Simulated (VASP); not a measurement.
# TiPbS3 (P4mm) in VASP: single point with r2SCAN

Aim: the single point of TiPbS3 with r2SCAN.

Everything below comes from runs of VASP 6.6.1. Logs are shortened: lines on timing, memory, paths and dates and some standing lists are left out, and cuts for length are marked.

### 1 The structure

It takes space group P4mm (No. 99, tetragonal). The conventional cell has a = 4.664 Å, b = 4.664 Å, c = 5.637 Å, α = 90.00°, β = 90.00°, γ = 90.00°. Around Pb (site symmetry 4mm) lie 4 S at 2.85 Å. Ti (site symmetry 4mm) has 5 S at 2.14 to 2.44 Å as nearest neighbours. Around S (site symmetry 4mm) lie 1 Ti at 2.14 Å. Around S (site symmetry 2mm) lie 2 Ti at 2.44 Å.

The cell was built by a generator and needn't be a form met in nature.

### 2 Single point, r2SCAN

The input, POSCAR:

```
TiPbS3
1.0
    4.6644998951      0.0000000000      0.0000000000
    0.0000000000      4.6644998951      0.0000000000
    0.0000000000      0.0000000000      5.6372470296
Pb Ti S
1 1 3
Direct
    0.0000000000      0.0000000000     -0.0627003800
    0.5000000000      0.5000000000      0.5189168236
    0.5000000000      0.5000000000      0.1391075631
    0.5000000000      0.0000000000      0.6458379966
    0.0000000000      0.5000000000      0.6458379966
```

The input, INCAR.step1:

```
SYSTEM = TiPbS3
PREC     = Accurate       ! precision mode
ENCUT    = 520            ! plane-wave cutoff, eV
ISMEAR   = -1             ! smearing method
SIGMA    = 0.1            ! smearing width, eV
LREAL    = .FALSE.        ! projectors in reciprocal space
LASPH    = .TRUE.         ! aspherical terms in the spheres
NELM     = 100            ! most SCF steps
NBANDS   = 30             ! bands
GGA      = PE             ! functional
ALGO     = Normal         ! electronic algorithm
EDIFF    = 1E-4           ! SCF threshold, eV
LWAVE    = .TRUE.         ! write WAVECAR
LCHARG   = .FALSE.        ! write CHGCAR
```

The input, INCAR.step2:

```
SYSTEM = TiPbS3
PREC     = Accurate       ! precision mode
ENCUT    = 520            ! plane-wave cutoff, eV
EDIFF    = 1E-7           ! SCF threshold, eV
ISMEAR   = -1             ! smearing method
SIGMA    = 0.1            ! smearing width, eV
LREAL    = .FALSE.        ! projectors in reciprocal space
LASPH    = .TRUE.         ! aspherical terms in the spheres
NELM     = 100            ! most SCF steps
ALGO     = Normal         ! electronic algorithm
ISIF     = 2              ! what is computed and relaxed
LWAVE    = .FALSE.        ! write WAVECAR
LCHARG   = .FALSE.        ! write CHGCAR
METAGGA  = R2SCAN         ! meta-GGA
LMIXTAU  = .TRUE.       
NBANDS   = 30             ! bands
ISTART   = 1
```

The input, KPOINTS:

```
Automatic mesh
0
G
  6 6 6
  0 0 0
```

Potentials or basis: VASP PAW PBE potentials, release 64 (Pb_d, Ti_sv, S).

On the command line:

```bash
$ cat potpaw_PBE.64/Pb_d/POTCAR potpaw_PBE.64/Ti_sv/POTCAR potpaw_PBE.64/S/POTCAR > POTCAR
$ cp INCAR.step1 INCAR
$ mpirun -np 1 vasp_std > vasp.out
$ cp INCAR.step2 INCAR
$ mpirun -np 1 vasp_std > vasp.out
```

OUTCAR:

```text
SYSTEM = TiPbS3
   PREC = Accurate
   ENCUT = 520
   EDIFF = 1E-7
   ISMEAR = -1
   LREAL = .FALSE.
   LASPH = .TRUE.
   NELM = 100
   ISIF = 2
   METAGGA = R2SCAN
   ISTART = 1

 ion  position               nearest neighbor table
   1  0.000  0.000  0.937-   4 2.85   5 2.85   5 2.85   4 2.85
   2  0.500  0.500  0.519-   3 2.14   4 2.44   5 2.44   4 2.44   5 2.44
   3  0.500  0.500  0.139-   2 2.14
   4  0.500  0.000  0.646-   2 2.44   2 2.44   1 2.85   1 2.85
   5  0.000  0.500  0.646-   2 2.44   2 2.44   1 2.85   1 2.85

  LATTYP: Found a simple tetragonal cell.
 ALAT       =     4.6644998951
 C/A-ratio  =     1.2085426426

  Lattice vectors:

 A1 = (   4.6644998951,   0.0000000000,   0.0000000000)
 A2 = (   0.0000000000,   4.6644998951,   0.0000000000)
 A3 = (   0.0000000000,   0.0000000000,   5.6372470296)

Analysis of symmetry for initial positions (statically):
=====================================================================
 Subroutine PRICEL returns:
 Original cell was already a primitive cell.

 Routine SETGRP: Setting up the symmetry group for a
 simple tetragonal supercell.

 Subroutine GETGRP returns: Found  8 space group operations
 (whereof  8 operations were pure point group operations)
 out of a pool of 16 trial point group operations.

The static configuration has the point symmetry C_4v.

Analysis of symmetry for dynamics (positions and initial velocities):
=====================================================================
 Subroutine PRICEL returns:
 Original cell was already a primitive cell.

 Routine SETGRP: Setting up the symmetry group for a
 simple tetragonal supercell.

 Subroutine GETGRP returns: Found  8 space group operations
 (whereof  8 operations were pure point group operations)
 out of a pool of 16 trial point group operations.

The dynamic configuration has the point symmetry C_4v.

 Subroutine INISYM returns: Found  8 space group operations
 (whereof  8 operations are pure point group operations),
 and found     1 'primitive' translations

----------------------------------------------------------------------------------------

                                     Primitive cell

  volume of cell :     122.6527

  direct lattice vectors                    reciprocal lattice vectors
[... 91 lines left out ...]
   ENCUT  =  520.0 eV  38.22 Ry    6.18 a.u.   8.67  8.67 10.48*2*pi/ulx,y,z
   NELM   =    100;   NELMIN=  2; NELMDL=  0     # of ELM steps
   EDIFF  = 0.1E-06   stopping-criterion for ELM
   LREAL  =      F    real-space projection
   EDIFFG = 0.1E-05   stopping-criterion for IOM
   NSW    =      0    number of steps for IOM
   IBRION =     -1    ionic relax: 0-MD 1-quasi-New 2-CG
   NFREE  =      0    steps in history (QN), initial steepest desc. (CG)
   ISIF   =      2    stress and relaxation
   ISYM   =      2    0-nonsym 1-usesym 2-fastsym
   POTIM  = 0.5000    time-step for ionic-motion
   TEBEG  =    0.0;   TEEND  =   0.0 temperature during run
   PSTRESS=    0.0 pullay stress
   NELECT =      44.0000    total number of electrons
   NUPDOWN=      -1.0000    fix difference up-down
   EMIN   =  10.00;   EMAX   =-10.00  energy-range for DOS
   EFERMI =   0.00;   METHOD = LEGACY
   ISMEAR =    -1;   SIGMA  =   0.10  broadening in eV -4-tet -1-fermi 0-gaus
   EFERMI_NEDOS =   21; number of points for ismear=-14 and -15
   IALGO  =     38    algorithm
   IMIX   =      4    mixing-type and parameters
     AMIX     =   0.40;   BMIX     =  1.00
     AMIX_MAG =   1.60;   BMIX_MAG =  1.00
  volume/ion in A,a.u.               =      24.53       165.54
  Fermi-wavevector in a.u.,A,eV,Ry     =   1.163233  2.198191 18.410187  1.353111
  Thomas-Fermi vector in A             =   2.299785
   LORBIT       =      0    0 simple, 1 ext, 2 COOP (PROOUT), +10 PAW based schemes
   METAGGA = R2SCAN    functional components
   LHFCALC =     F    Hartree Fock is set to
   AEXX    =    0.0000 exact exchange contribution
   IVDW    =     0    specifies the selected vdW correction
   LEPSILON=     F    determine dielectric tensor
   LRPA    =     F    only Hartree local field effects (RPA)
 non-spin polarized calculation
  energy-cutoff  :      520.00
  volume of cell :      122.65
 maximum number of plane-waves:      3333
 NGX is ok and might be reduce to    36
   NGX = 17   NGY = 17   NGZ = 21

 number of electron      43.9999996 magnetization

 Free energy of the ion-electron system (eV)
  ---------------------------------------------------
  ext. energy  EPLUGINS =         0.00000000
  ---------------------------------------------------
  free energy    TOTEN  =       -98.50328542 eV

  energy without entropy =      -98.49905463  energy(sigma->0) =      -98.50117003

 E-fermi :   4.5528     XC(G=0):  -9.7816

 val. band max:        4.3252583161   @ k =   0.5000   0.5000   0.0000
 cond. band min:       4.7972728936   @ k =   0.0000   0.0000   0.0000
 fundamental gap:      0.4720145775
 Fermi energy:         4.5528308113

 k-point     1 :       0.0000    0.0000    0.0000
  band No.  band energies     occupation
      1     -55.6986      2.00000
      2     -30.9018      2.00000
      3     -30.9018      2.00000
      4     -30.8939      2.00000
      5     -13.0916      2.00000
      6     -13.0591      2.00000
[... 781 lines left out ...]
     29       8.3853      0.00000
     30       8.5806      0.00000

 [... further k-points ...]

------------------------ aborting loop because EDIFF is reached ----------------------------------------

  FORCE on cell =-STRESS in cart. coord.  units (eV):
  Direction    XX          YY          ZZ          XY          YZ          ZX
  --------------------------------------------------------------------------------------
  -------------------------------------------------------------------------------------
  Total        0.0268841      0.0268841      0.1375450      0.0000000      0.0000000      0.0000000
  in kB        0.3511796      0.3511796      1.7967111      0.0000000      0.0000000      0.0000000
  external PRESSURE =       0.8330235 kB  Pullay stress =       0.0000000 kB

 VOLUME and BASIS-vectors are now :
 -----------------------------------------------------------------------------
  energy-cutoff  :      520.00
  volume of cell :      122.65
      direct lattice vectors                 reciprocal lattice vectors
     4.664499895  0.000000000  0.000000000     0.214385255  0.000000000  0.000000000
     0.000000000  4.664499895  0.000000000     0.000000000  0.214385255  0.000000000
     0.000000000  0.000000000  5.637247030     0.000000000  0.000000000  0.177391552

 POSITION                                       TOTAL-FORCE (eV/Angst)
 -----------------------------------------------------------------------------------
      0.00000      0.00000      5.28379         0.000000     -0.000000      0.030446
      2.33225      2.33225      2.92526         0.000000      0.000000      0.047043
      2.33225      2.33225      0.78418         0.000000      0.000000     -0.066755
      2.33225      0.00000      3.64075         0.000000     -0.000000     -0.005367
      0.00000      2.33225      3.64075         0.000000     -0.000000     -0.005367
 -----------------------------------------------------------------------------------
    total drift:                                0.000000      0.000000     -0.000155

  FREE ENERGIE OF THE ION-ELECTRON SYSTEM (eV)
  ---------------------------------------------------
  free  energy   TOTEN  =       -98.5032854241 eV

  energy  without entropy=      -98.4990546340  energy(sigma->0) =      -98.50117003
```

Wall time 3.8 min (1 thread of Intel Xeon Platinum 8559C (Emerald Rapids), shared host); peak memory 0.33 GiB.

Results:

| Quantity | Value |
| --- | --- |
| Free energy | -98.5033 eV |
| Pressure | 0.1 GPa |
| Largest force | 0.067 eV/Å |
| Band gap on the k mesh | 0.47 eV, indirect (least direct gap 0.91 eV) |

Forces in eV/Å, atoms in the order of the input:
```
Pb   0.000  0.000  0.030
Ti   0.000  0.000  0.047
S    0.000  0.000 -0.067
S    0.000  0.000 -0.005
S    0.000  0.000 -0.005
```

Caveat: the PAW data sets were made with another functional, which shifts forces and pressure a little; spin-orbit coupling is left out, which as a rule narrows the gap of such compounds by several tenths of an eV.
